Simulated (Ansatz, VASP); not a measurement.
# GaBAs2 (CuAu-ordered zincblende type (invented)): VASP beside Ansatz, part 3 of 3

Wanted: the spread between two codes on one cell, functional and k mesh. The cell is generated by rule, not measured, and may not be a known phase. The cell is taken from a series of runs on this material, whose earlier steps may have relaxed, scaled, displaced or heated it; both programs get it as it stands.

VASP 6.6.1 and Ansatz 0.2.0.

So far: The starting structure; Ansatz: zone-centre phonons, PBE; VASP: zone-centre phonons, PBE.

### Step 3. VASP: zone-centre phonons, PBE (continued)

Level of this step: PBE; plane waves and PAW (B, Ga_d, As); invented cell (VASP).

Numbers of over 12 decimals in the logs are rounded to 6 here.

From OUTCAR (step 3):

```text
ion  position               nearest neighbor table
   1  0.000  0.000  0.000-   3 2.17   4 2.17   3 2.17   4 2.17
   2  0.500  0.500  0.500-   3 2.42   4 2.42   4 2.42   3 2.42
   3  0.000  0.500  0.212-   1 2.17   1 2.17   2 2.42   2 2.42
   4  0.500  0.000  0.788-   1 2.17   1 2.17   2 2.42   2 2.42

  LATTYP: Found a simple tetragonal cell.
 ALAT       =     3.6873156440
 C/A-ratio  =     1.4699010882

 Subroutine GETGRP returns: Found  8 space group operations
 (whereof  8 operations were pure point group operations)

The static configuration has the point symmetry D_2d.

 Found    105 irreducible k-points:

   k-points           NKPTS =    105   k-points in BZ     NKDIM =    105   number of bands    NBANDS=     19

   dimension x,y,z NGX =    28 NGY =   28 NGZ =   40
   dimension x,y,z NGXF=    56 NGYF=   56 NGZF=   80

   ENCUT  =  500.0 eV  36.75 Ry    6.06 a.u.   6.72  6.72  9.88*2*pi/ulx,y,z

   NELECT =      26.0000    total number of electrons

 k-points in reciprocal lattice and weights: Automatic mesh
   0.00000000  0.00000000  0.00000000       0.001
   0.10000000  0.00000000  0.00000000       0.005
   0.20000000  0.00000000  0.00000000       0.005
   0.30000000  0.00000000  0.00000000       0.005
   0.40000000  0.00000000  0.00000000       0.005
   0.50000000  0.00000000  0.00000000       0.003
   0.10000000  0.10000000  0.00000000       0.005
   0.20000000  0.10000000  0.00000000       0.010
   0.30000000  0.10000000  0.00000000       0.010
[...]
0.000000000  3.687315644  0.000000000     0.000000000  0.271199999  0.000000000
     0.000000000  0.000000000  5.419989278     0.000000000  0.000000000  0.184502210

 POSITION                                       TOTAL-FORCE (eV/Angst)
 -----------------------------------------------------------------------------------
      0.00000      0.00000      0.00000         0.000000     -0.000000      0.000000
      1.84366      1.84366      2.70999        -0.000000      0.000000      0.000000
      0.00000      1.84366      1.14904         0.000000     -0.000000      0.009598
      1.84366      0.00000      4.27095         0.000000     -0.000000     -0.009598
 -----------------------------------------------------------------------------------
    total drift:                                0.000000      0.000000      0.000000

 MACROSCOPIC STATIC DIELECTRIC TENSOR (including local field effects in DFT)
 ------------------------------------------------------
          14.398205    -0.000000     0.000000
           0.000000    14.398205     0.000000
           0.000000     0.000000    13.243145
 ------------------------------------------------------

 PIEZOELECTRIC TENSOR (including local field effects)  for field in x, y, z        (C/m^2)
          XX          YY          ZZ          XY          YZ          ZX
  --------------------------------------------------------------------------------
  x     0.00000     0.00000     0.00000     0.00000     0.00000     0.66938
  y    -0.00000     0.00000     0.00000     0.00000    -0.66938     0.00000
  z     0.47513    -0.47513     0.00000     0.00000     0.00000     0.00000

 BORN EFFECTIVE CHARGES (including local field effects) (in |e|, cummulative output)
 ---------------------------------------------------------------------------------
 ion    1
    1     0.89209     0.00000    -0.00000
    2     0.00000     0.89209    -0.00000
    3     0.00000     0.00000     0.26864
 ion    2
    1     1.73196     0.00000     0.00000
    2     0.00000     1.73196    -0.00000
    3     0.00000     0.00000     2.01102
 ion    3
    1    -0.91838     0.00000     0.00000
    2     0.00000    -1.70568     0.00000
    3     0.00000     0.00000    -1.13983
 ion    4
    1    -1.70568     0.00000     0.00000
    2     0.00000    -0.91838     0.00000
    3     0.00000     0.00000    -1.13983

 Eigenvectors and eigenvalues of the dynamical matrix
 ----------------------------------------------------

   1 f  =   17.807908 THz   111.890388 2PiTHz  594.007883 cm-1    73.647558 meV
             X         Y         Z           dx          dy          dz
      0.000000  0.000000  0.000000    -0.000000   -0.000000    0.970894
      1.843658  1.843658  2.709995    -0.000000   -0.000000   -0.035114
      0.000000  1.843658  1.149037     0.000000    0.000000   -0.167528
      1.843658  0.000000  4.270952     0.000000    0.000000   -0.167528

   2 f  =   15.152707 THz    95.207268 2PiTHz  505.439909 cm-1    62.666534 meV
             X         Y         Z           dx          dy          dz
      0.000000  0.000000  0.000000     0.394458   -0.853742   -0.000000
      1.843658  1.843658  2.709995     0.030034   -0.065003    0.000000
      0.000000  1.843658  1.149037    -0.047955    0.283206   -0.000000
      1.843658  0.000000  4.270952    -0.130851    0.103791    0.000000

   3 f  =   15.152707 THz    95.207268 2PiTHz  505.439909 cm-1    62.666534 meV
             X         Y         Z           dx          dy          dz
      0.000000  0.000000  0.000000    -0.853742   -0.394458    0.000000
      1.843658  1.843658  2.709995    -0.065003   -0.030034   -0.000000
      0.000000  1.843658  1.149037     0.103791    0.130851    0.000000
      1.843658  0.000000  4.270952     0.283206    0.047955    0.000000

   4 f  =    8.566314 THz    53.823739 2PiTHz  285.741484 cm-1    35.427413 meV
             X         Y         Z           dx          dy          dz
      0.000000  0.000000  0.000000     0.000000   -0.000000    0.101998
      1.843658  1.843658  2.709995     0.000000    0.000000   -0.834393
      0.000000  1.843658  1.149037    -0.000000    0.000000    0.383005
      1.843658  0.000000  4.270952     0.000000   -0.000000    0.383005

   5 f  =    8.230024 THz    51.710767 2PiTHz  274.524054 cm-1    34.036629 meV
             X         Y         Z           dx          dy          dz
      0.000000  0.000000  0.000000    -0.007610   -0.097986   -0.000000
      1.843658  1.843658  2.709995     0.051544    0.663677    0.000000
      0.000000  1.843658  1.149037    -0.056471    0.123426    0.000000
      1.843658  0.000000  4.270952     0.009586   -0.727119   -0.000000

   6 f  =    8.230024 THz    51.710767 2PiTHz  274.524054 cm-1    34.036629 meV
             X         Y         Z           dx          dy          dz
      0.000000  0.000000  0.000000    -0.097986    0.007610   -0.000000
      1.843658  1.843658  2.709995     0.663677   -0.051544    0.000000
      0.000000  1.843658  1.149037    -0.727119   -0.009586   -0.000000
      1.843658  0.000000  4.270952     0.123426    0.056471   -0.000000

   7 f  =    7.573913 THz    47.588296 2PiTHz  252.638529 cm-1    31.323171 meV
             X         Y         Z           dx          dy          dz
      0.000000  0.000000  0.000000    -0.000000   -0.000000    0.000000
      1.843658  1.843658  2.709995     0.000000    0.000000   -0.000000
      0.000000  1.843658  1.149037    -0.000000    0.000000   -0.707107
      1.843658  0.000000  4.270952    -0.000000   -0.000000    0.707107

   8 f  =    3.318630 THz    20.851568 2PiTHz  110.697583 cm-1    13.724745 meV
             X         Y         Z           dx          dy          dz
      0.000000  0.000000  0.000000    -0.242641   -0.014371    0.000000
      1.843658  1.843658  2.709995     0.497318    0.029456   -0.000000
      0.000000  1.843658  1.149037     0.359476   -0.044366    0.000000
      1.843658  0.000000  4.270952    -0.749053    0.021292    0.000000

   9 f  =    3.318630 THz    20.851568 2PiTHz  110.697583 cm-1    13.724745 meV
             X         Y         Z           dx          dy          dz
      0.000000  0.000000  0.000000    -0.014371    0.242641   -0.000000
      1.843658  1.843658  2.709995     0.029456   -0.497318    0.000000
      0.000000  1.843658  1.149037     0.021292    0.749053   -0.000000
      1.843658  0.000000  4.270952    -0.044366   -0.359476    0.000000

  10 f/i=    0.001482 THz     0.009314 2PiTHz    0.049449 cm-1     0.006131 meV
             X         Y         Z           dx          dy          dz
      0.000000  0.000000  0.000000    -0.000000   -0.000000    0.216704
      1.843658  1.843658  2.709995    -0.000000   -0.000000    0.550051
      0.000000  1.843658  1.149037    -0.000000   -0.000000    0.570300
      1.843658  0.000000  4.270952    -0.000000   -0.000000    0.570300

  11 f/i=    0.004953 THz     0.031118 2PiTHz    0.165199 cm-1     0.020482 meV
             X         Y         Z           dx          dy          dz
      0.000000  0.000000  0.000000    -0.071547   -0.204126   -0.000000
      1.843658  1.843658  2.709995    -0.182243   -0.519945   -0.000000
      0.000000  1.843658  1.149037    -0.188675   -0.537416   -0.000000
      1.843658  0.000000  4.270952    -0.188367   -0.538296   -0.000000

  12 f/i=    0.004953 THz     0.031118 2PiTHz    0.165199 cm-1     0.020482 meV
             X         Y         Z           dx          dy          dz
      0.000000  0.000000  0.000000     0.204126   -0.071547    0.000000
      1.843658  1.843658  2.709995     0.519945   -0.182243    0.000000
      0.000000  1.843658  1.149037     0.538296   -0.188367    0.000000
      1.843658  0.000000  4.270952     0.537416   -0.188675    0.000000

 MACROSCOPIC STATIC DIELECTRIC TENSOR IONIC CONTRIBUTION
 ------------------------------------------------------
           1.726783    -0.000000     0.000000
          -0.000000     1.726783    -0.000000
           0.000000    -0.000000     0.729483
 ------------------------------------------------------

 ELASTIC MODULI CONTR FROM IONIC RELAXATION (kBar)
 Direction    XX          YY          ZZ          XY          YZ          ZX
 --------------------------------------------------------------------------------
 XX        -162.3159    149.6070      0.7299      0.0000      0.0000     -0.0000
 YY         149.6070   -162.3159      0.7299      0.0000     -0.0000      0.0000
 ZZ           0.7299      0.7299     -0.0838      0.0000      0.0000      0.0000
 XY           0.0000      0.0000      0.0000      0.0000      0.0000      0.0000
 YZ           0.0000     -0.0000      0.0000      0.0000   -158.4069     -0.0000
 ZX          -0.0000      0.0000      0.0000      0.0000     -0.0000   -192.8744
 --------------------------------------------------------------------------------

 PIEZOELECTRIC TENSOR IONIC CONTR  for field in x, y, z        (C/m^2)
          XX          YY          ZZ          XY          YZ          ZX
  --------------------------------------------------------------------------------
  x    -0.00000     0.00000     0.00000     0.00000    -0.00000    -0.48196
  y     0.00000    -0.00000    -0.00000     0.00000     0.43697     0.00000
  z    -0.31499     0.31499     0.00000     0.00000     0.00000    -0.00000
```

The gap is read on the k-mesh alone, so it is an upper bound where the band edges lie off the mesh. Energies printed during the response cycles are not total energies of the cell. With a direct gap this small, the dielectric response converges slowly with the mesh, so tensor and charges are uncertain; a mesh that holds the point of the least gap tends to give too large a tensor.

### Step 4. Side by side

Known differences besides the potentials themselves: fixed occupations in Ansatz, narrow Gaussian smearing in VASP; VASP's response is taken on the typed mesh, Ansatz refines its own for the field response alone; the data sets hold 46 valence electrons in Ansatz (on its default PAW (the set named soft_2) files) and 26 in VASP; the cutoff is 420 eV in Ansatz and 500 eV in VASP. Total energies have different zeros and are not compared.

Both answers:

```csv
quantity,Ansatz,VASP,difference
ε∞ xx,13.02,14.40,-9.56 %
ε∞ yy,13.02,14.40,-9.56 %
ε∞ zz,13.31,13.24,+0.53 %
Born charge of B1 (mean of the diagonal) (e),0.67,0.68,-0.01
Born charge of Ga2 (mean of the diagonal) (e),1.80,1.82,-0.03
Born charge of As3 (mean of the diagonal) (e),-1.24,-1.25,+0.02
optical mode 1 to 2 (cm⁻¹),111.5,110.7,+0.71 %
optical mode 3 (cm⁻¹),251.8,252.6,-0.33 %
optical mode 4 to 5 (cm⁻¹),273.7,274.5,-0.29 %
optical mode 6 (cm⁻¹),284.9,285.7,-0.29 %
optical mode 7 to 8 (cm⁻¹),500.2,505.4,-1.04 %
optical mode 9 (cm⁻¹),591.2,594.0,-0.47 %
```

Modes are paired by rising frequency, not by their patterns, so a pair may set unlike modes beside each other; they are those without the splitting of longitudinal modes.

### Step 5. What came out

* difference in ε∞ xx (zone-centre phonons, PBE): -9.6 %

In words: The difference in ε∞ xx is -9.6 % (zone-centre phonons, PBE), beyond the 5 % picked in this series as the mark of a large difference. The data sets hold unlike numbers of valence electrons (46 in Ansatz and 26 in VASP), so part of the differences comes from the potentials. What causes the difference of the zone-centre phonons, PBE pair stays open here. Such differences can come from data sets, numerical settings and the points named under the comparisons, not from the functional's error against experiment.

[Lines on the potential files, build, host, timing and source positions are cut from VASP's logs without a mark.]

[Logs are printed without paths, hosts, clocks, repeated set-up lines and the standing remarks that a program may print on its own settings, such as how far it seeks lower states.]

[Hosts, paths, dates, database ids (printed as entryN), source tags and the programs' standing remarks are cut or masked in the printed files.]
